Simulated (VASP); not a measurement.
# ZrC: accuracy against cost in the PAW data sets and SCF threshold, part 2 of 2

Aim: find what the PAW data sets and SCF threshold change for ZrC, and what they cost. The atoms are off their equilibrium sites, so that forces can be compared too. The series runs use LDA. The atoms of the start are displaced at random from the sites of a Fm-3m cell.

VASP 6.6.1, plane waves and PAW; the level of theory is named at each step.

Still holding for the runs below: The k-mesh is coarse for a metal.

So far. Step 5 (PAW data sets: hard 64: Zr sv C h): With 16 valence electrons the pressure is -5.14 GPa, -0.06 GPa from the first of the series, after 14 cycles in 83 s. Step 6 (PAW data sets: soft 64: Zr sv C s): With 16 valence electrons the pressure is -5.22 GPa, -0.13 GPa from the first of the series, after 12 cycles in 19 s.

The database entry behind the starting cell differs from later determinations by our own check (0.1 to 0.3 % short, probably kX units), so it need not match the best structure at ambient conditions.

**8. SCF threshold: EDIFF = 0.01**

This step: LDA; plane waves and PAW (Zr_sv, C) (VASP 6.6.1).

EDIFF stops the electronic loop; forces need it tighter than energies do.

INCAR

```
SYSTEM = ZrC
PREC = Accurate
ENCUT = 520
EDIFF = 0.01
NELM = 100
ISMEAR = -1
SIGMA = 0.05
LREAL = .FALSE.
ALGO = Normal
GGA = CA
NBANDS = 14
LORBIT = 11
LWAVE = .FALSE.
LCHARG = .FALSE.
KPAR = 2
ISIF = 2
```

POSCAR

```
ZrC
1.0
    0.0000000000      2.3414000000      2.3414000000
    2.3414000000      0.0000000000      2.3414000000
    2.3414000000      2.3414000000      0.0000000000
Zr C
1 1
Direct
   -0.0041130000      0.0135840000     -0.0003790000
    0.4854680000      0.5108950000      0.4949310000
```

KPOINTS

```
Automatic mesh
0
Gamma
8 8 8
0 0 0
```

Potentials, in the order of the species: Zr_sv and C (PBE family, release 64).

On the command line:

```bash
> mpirun -np 2 vasp_std
```

What it wrote:

```text
[... set-up lines as in an earlier step ...]
 entering main loop
       N       E                     dE             d eps       ncg     rms          rms(c)
[... 4 cycles as in an earlier step ...]
DAV:   5    -0.247351660047E+02   -0.27038E-02   -0.27033E-02  8670   0.899E-01    0.217E+01
DAV:   6    -0.214992691447E+02    0.32359E+01   -0.78636E+00  8858   0.242E+01    0.808E+00
DAV:   7    -0.213425039006E+02    0.15677E+00   -0.53060E-01  8350   0.631E+00    0.686E+00
DAV:   8    -0.213409513213E+02    0.15526E-02   -0.32900E-01  8630   0.425E+00    0.454E+00
DAV:   9    -0.213111241210E+02    0.29827E-01   -0.83016E-02  8216   0.196E+00    0.377E-01
DAV:  10    -0.213113822529E+02   -0.25813E-03   -0.19138E-03  3904   0.499E-01
   1 F= -.21311382E+02 E0= -.21309931E+02  d E =-.290312E-02
```

It took 33 s on 2 MPI ranks of Intel Xeon Platinum 8259CL at 2.50GHz (Skylake/Cascade Lake), shared host; peak memory 0.41 GiB.

From OUTCAR (step 8):

```text
   NELECT =      16.0000    total number of electrons

 E-fermi :   9.4307

 k-point     1 :       0.0000    0.0000    0.0000
  band No.  band energies     occupation
      1     -38.2481      2.00000
      2     -16.1041      2.00000
      3     -16.1038      2.00000
      4     -16.1035      2.00000
      5      -1.6991      2.00000
      6      10.1473      0.00000
      7      10.2301      0.00000
      8      10.3309      0.00000
      9      10.5713      0.00000
     10      10.7038      0.00000
    ...

  Total       -1.0161959     -0.9758176     -0.9888027     -0.0086982     -0.0162081     -0.0074090
  in kB      -63.4207225    -60.9007143    -61.7111151     -0.5428560     -1.0115475     -0.4623925
  external PRESSURE =     -62.0108506 kB  Pullay stress =       0.0000000 kB

 POSITION                                       TOTAL-FORCE (eV/Angst)
 -----------------------------------------------------------------------------------
      2.37232      4.67228      2.36358        -0.125525     -0.254188     -0.221194
      2.35504      2.29551      2.33288         0.125525      0.254188      0.221194
 -----------------------------------------------------------------------------------
    total drift:                               -0.000845     -0.001939     -0.001640

  FREE ENERGIE OF THE ION-ELECTRON SYSTEM (eV)
  ---------------------------------------------------
  free  energy   TOTEN  =       -21.3113822529 eV

  energy  without entropy=      -21.3084791310  energy(sigma->0) =      -21.30993069

[... 8 parts as in an earlier step ...]

[... 9 further parts left out ...]
```

This step gave:

* SCF cycles: 10
* Fermi energy: 9.431 eV
* pressure: -6.201 GPa

The series starts at -10.6550 eV an atom and -6.20 GPa, after 10 cycles in 33 s.

**9. SCF threshold: EDIFF = 0.001**

Edit INCAR of step 8 so:

```diff
@@ -3,3 +3,3 @@
 ENCUT = 520
-EDIFF = 0.01
+EDIFF = 0.001
 NELM = 100
```

POSCAR is that of step 8.

KPOINTS is that of step 8.

On the command line:

```bash
> mpirun -np 2 vasp_std
```

What it wrote:

```text
[... set-up lines as in an earlier step ...]
 entering main loop
       N       E                     dE             d eps       ncg     rms          rms(c)
[... 4 cycles as in an earlier step ...]
DAV:   5    -0.247352424923E+02   -0.27803E-02   -0.27802E-02 10156   0.899E-01    0.217E+01
DAV:   6    -0.214993079784E+02    0.32359E+01   -0.78469E+00  8864   0.242E+01    0.809E+00
DAV:   7    -0.213425290449E+02    0.15678E+00   -0.52793E-01  8356   0.630E+00    0.686E+00
DAV:   8    -0.213410433647E+02    0.14857E-02   -0.32965E-01  8624   0.425E+00    0.455E+00
DAV:   9    -0.213111111958E+02    0.29932E-01   -0.82271E-02  8216   0.196E+00    0.353E-01
DAV:  10    -0.213113970207E+02   -0.28582E-03   -0.21099E-03  7764   0.505E-01
   1 F= -.21311397E+02 E0= -.21309945E+02  d E =-.290314E-02
```

Run time: 32 s. Hardware: 2 MPI ranks; peak memory 0.41 GiB; 63 s of CPU time.

From OUTCAR (step 9):

```text
  Total       -1.0213148     -0.9808254     -0.9938512     -0.0087936     -0.0161693     -0.0073713
  in kB      -63.7401924    -61.2132486    -62.0261907     -0.5488111     -1.0091228     -0.4600445
  external PRESSURE =     -62.3265439 kB  Pullay stress =       0.0000000 kB

 POSITION                                       TOTAL-FORCE (eV/Angst)
 -----------------------------------------------------------------------------------
      2.37232      4.67228      2.36358        -0.125630     -0.254386     -0.221360
      2.35504      2.29551      2.33288         0.125630      0.254386      0.221360
 -----------------------------------------------------------------------------------
    total drift:                               -0.000676     -0.001458     -0.001274

  FREE ENERGIE OF THE ION-ELECTRON SYSTEM (eV)
  ---------------------------------------------------
  free  energy   TOTEN  =       -21.3113970207 eV

  energy  without entropy=      -21.3084938829  energy(sigma->0) =      -21.30994545

[... 2 parts as in an earlier step ...]

[... 1 further part left out ...]
[key lines of the parts left out:]
E-fermi :   9.4308
```

Against the run before the energy moves by -0.01 meV an atom and the pressure by -0.03 GPa, after 10 cycles in 32 s.

**10. SCF threshold: EDIFF = 1E-04**

Edit INCAR of step 9 so:

```diff
@@ -3,3 +3,3 @@
 ENCUT = 520
-EDIFF = 0.001
+EDIFF = 1E-04
 NELM = 100
```

POSCAR is that of step 9.

KPOINTS is that of step 9.

On the command line:

```bash
> mpirun -np 2 vasp_std
```

What it wrote:

```text
[... set-up lines as in an earlier step ...]
 entering main loop
       N       E                     dE             d eps       ncg     rms          rms(c)
[... 11 cycles as in an earlier step ...]
DAV:  12    -0.213112195434E+02    0.36180E-05   -0.11166E-05  4114   0.264E-02
   1 F= -.21311220E+02 E0= -.21309764E+02  d E =-.291079E-02
```

The job ended after 38 s (2 MPI ranks; peak memory 0.41 GiB; 73 s of CPU time).

OUTCAR, selected parts (step 10):

```text
  Total       -0.8346930     -0.7946968     -0.8076672     -0.0086096     -0.0160415     -0.0072895
  in kB      -52.0931349    -49.5969746    -50.4064586     -0.5373254     -1.0011521     -0.4549351
  external PRESSURE =     -50.6988560 kB  Pullay stress =       0.0000000 kB

 POSITION                                       TOTAL-FORCE (eV/Angst)
 -----------------------------------------------------------------------------------
      2.37232      4.67228      2.36358        -0.125372     -0.253855     -0.220906
      2.35504      2.29551      2.33288         0.125372      0.253855      0.220906
 -----------------------------------------------------------------------------------
    total drift:                                0.000103      0.000164      0.000128

  FREE ENERGIE OF THE ION-ELECTRON SYSTEM (eV)
  ---------------------------------------------------
  free  energy   TOTEN  =       -21.3112195434 eV

  energy  without entropy=      -21.3083087523  energy(sigma->0) =      -21.30976415

[... 2 parts as in an earlier step ...]

[... 1 further part left out ...]
[key lines of the parts left out:]
E-fermi :   9.4193
```

Against the run before the energy moves by +0.09 meV an atom and the pressure by +1.16 GPa, after 12 cycles in 38 s.

**11. SCF threshold: EDIFF = 1E-05**

Edit INCAR of step 10 so:

```diff
@@ -3,3 +3,3 @@
 ENCUT = 520
-EDIFF = 1E-04
+EDIFF = 1E-05
 NELM = 100
```

POSCAR is that of step 10.

KPOINTS is that of step 10.

On the command line:

```bash
> mpirun -np 2 vasp_std
```

What it wrote:

```text
[... set-up lines as in an earlier step ...]
 entering main loop
       N       E                     dE             d eps       ncg     rms          rms(c)
[... 11 cycles as in an earlier step ...]
DAV:  12    -0.213112197033E+02    0.34581E-05   -0.12769E-05  7390   0.264E-02
   1 F= -.21311220E+02 E0= -.21309764E+02  d E =-.291079E-02
```

It took 38 s on 2 MPI ranks; peak memory 0.42 GiB; 75 s of CPU time.

Parts of OUTCAR (step 11):

```text
  Total       -0.8331538     -0.7931486     -0.8061166     -0.0086016     -0.0160374     -0.0072824
  in kB      -51.9970742    -49.5003518    -50.3096874     -0.5368232     -1.0008919     -0.4544924
  external PRESSURE =     -50.6023711 kB  Pullay stress =       0.0000000 kB

 POSITION                                       TOTAL-FORCE (eV/Angst)
 -----------------------------------------------------------------------------------
      2.37232      4.67228      2.36358        -0.125380     -0.253867     -0.220917
      2.35504      2.29551      2.33288         0.125380      0.253867      0.220917
 -----------------------------------------------------------------------------------
    total drift:                                0.000077      0.000102      0.000075

  FREE ENERGIE OF THE ION-ELECTRON SYSTEM (eV)
  ---------------------------------------------------
  free  energy   TOTEN  =       -21.3112197033 eV

  energy  without entropy=      -21.3083089121  energy(sigma->0) =      -21.30976431

[... 2 parts as in an earlier step ...]

[... 1 further part left out ...]
[key lines of the parts left out:]
E-fermi :   9.4193
```

Against the run before the energy stays within 0.01 meV an atom; the pressure moves by +0.01 GPa, after 12 cycles in 38 s.

**12. SCF threshold: EDIFF = 1E-06**

Edit INCAR of step 11 so:

```diff
@@ -3,3 +3,3 @@
 ENCUT = 520
-EDIFF = 1E-05
+EDIFF = 1E-06
 NELM = 100
```

POSCAR is that of step 11.

KPOINTS is that of step 11.

On the command line:

```bash
> mpirun -np 2 vasp_std
```

What it wrote:

```text
[... set-up lines as in an earlier step ...]
 entering main loop
       N       E                     dE             d eps       ncg     rms          rms(c)
[... 13 cycles as in an earlier step ...]
   1 F= -.21311219E+02 E0= -.21309764E+02  d E =-.291029E-02
```

Run time: 42 s. Hardware: 2 MPI ranks; peak memory 0.41 GiB; 82 s of CPU time.

Parts of OUTCAR (step 12):

```text
[... 6 parts as in an earlier step ...]

[... 1 further part left out ...]
[key lines of the parts left out:]
E-fermi :   9.4199
```

Against the run before the energy stays within 0.01 meV an atom; the pressure moves by -0.02 GPa, after 13 cycles in 42 s.

**13. SCF threshold: EDIFF = 1E-08**

Edit INCAR of step 12 so:

```diff
@@ -3,3 +3,3 @@
 ENCUT = 520
-EDIFF = 1E-06
+EDIFF = 1E-08
 NELM = 100
```

POSCAR is that of step 12.

KPOINTS is that of step 12.

On the command line:

```bash
> mpirun -np 2 vasp_std
```

What it wrote:

```text
[... set-up lines as in an earlier step ...]
 entering main loop
       N       E                     dE             d eps       ncg     rms          rms(c)
[... 12 cycles as in an earlier step ...]
DAV:  13    -0.213112192622E+02    0.52718E-06   -0.16297E-06  9008   0.902E-03    0.403E-03
DAV:  14    -0.213112192473E+02    0.14855E-07   -0.76406E-08  8552   0.191E-03    0.417E-04
DAV:  15    -0.213112192472E+02    0.11187E-09   -0.75874E-09  5552   0.775E-04
   1 F= -.21311219E+02 E0= -.21309764E+02  d E =-.291039E-02
```

Wall time 48 s (2 MPI ranks); peak memory 0.41 GiB.

Parts of OUTCAR (step 13):

```text
  Total       -0.8361299     -0.7961283     -0.8090997     -0.0086098     -0.0160485     -0.0072929
  in kB      -52.1828156    -49.6863202    -50.4958608     -0.5373401     -1.0015877     -0.4551482
  external PRESSURE =     -50.7883322 kB  Pullay stress =       0.0000000 kB

 POSITION                                       TOTAL-FORCE (eV/Angst)
 -----------------------------------------------------------------------------------
      2.37232      4.67228      2.36358        -0.125423     -0.253958     -0.220993
      2.35504      2.29551      2.33288         0.125423      0.253958      0.220993
 -----------------------------------------------------------------------------------
    total drift:                                0.000020     -0.000001     -0.000015

  FREE ENERGIE OF THE ION-ELECTRON SYSTEM (eV)
  ---------------------------------------------------
  free  energy   TOTEN  =       -21.3112192472 eV

  energy  without entropy=      -21.3083088585  energy(sigma->0) =      -21.30976405

[... 2 parts as in an earlier step ...]

[... 1 further part left out ...]
[key lines of the parts left out:]
E-fermi :   9.4198
```

Against the run before the energy stays within 0.01 meV an atom and the pressure within 0.01 GPa, after 15 cycles in 48 s.

**14. The SCF threshold series as a table**

This step: convergence of LDA results with the threshold; plane waves and PAW (VASP 6.6.1).

No new run; the numbers come from the runs before.

Differences are taken from the run with EDIFF = 1E-08. Results of the series, by row:

```
      setting     status  energy less the reference (meV/atom)  pressure (GPa)  largest force difference (meV/Å)  SCF cycles  wall time (s)
 EDIFF = 0.01  converged                              -0.08332          -6.201                              0.23          10             33
EDIFF = 0.001  converged                               -0.0907          -6.233                             0.428          10             32
EDIFF = 1E-04  converged                              -5.00e-5           -5.07                             0.103          12             38
EDIFF = 1E-05  converged                              -1.30e-4           -5.06                             0.091          12             38
EDIFF = 1E-06  converged                              -3.50e-5          -5.084                             0.013          13             42
EDIFF = 1E-08  converged                                     0          -5.079                                 0          15             48
```

**15. Results**

```
spread of the pressure over the PAW data sets                                 : 0.902 GPa
SCF threshold from which the energy stays within 10 meV/atom of the reference : EDIFF = 0.01
SCF threshold from which the energy stays within 1 meV/atom of the reference  : EDIFF = 0.01
SCF threshold from which the pressure stays within 0.2 GPa of the reference   : EDIFF = 1E-04
spread of the pressure over the SCF threshold                                 : 1.17 GPa
spread of the energy over the SCF threshold                                   : 0.0907 meV/atom
```

What this shows: The choice of data set moves the pressure between -5.99 GPa (gw 64: Zr_sv_GW C_GW) and -5.08 GPa (minimal 64: Zr_sv C); the cutoffs differ too (400, 520, 540 and 970 eV). From EDIFF = 0.01 on, the energy stays within 1 meV an atom of the reference, at 69 % of its time. The pressure holds within 0.2 GPa from EDIFF = 1E-04 on. The loosest stop saves 5 of 15 cycles and costs -0.1 meV an atom, -1.12 GPa, 0.2 meV/Å in forces. Data sets differ in their zero of energy, so energies are not compared.

[Lines on the potential files, build, host, timing and source positions are cut from VASP's logs without a mark.]

[Logs are printed without paths, hosts, clocks, repeated set-up lines and the standing remarks that a program may print on its own settings, such as how far it seeks lower states.]

[Hosts, paths, dates, database ids (printed as entryN), source tags and the programs' standing remarks are cut or masked in the printed files.]

[A measured line is paired with the nearest computed mode of its activity, which favours agreement.]
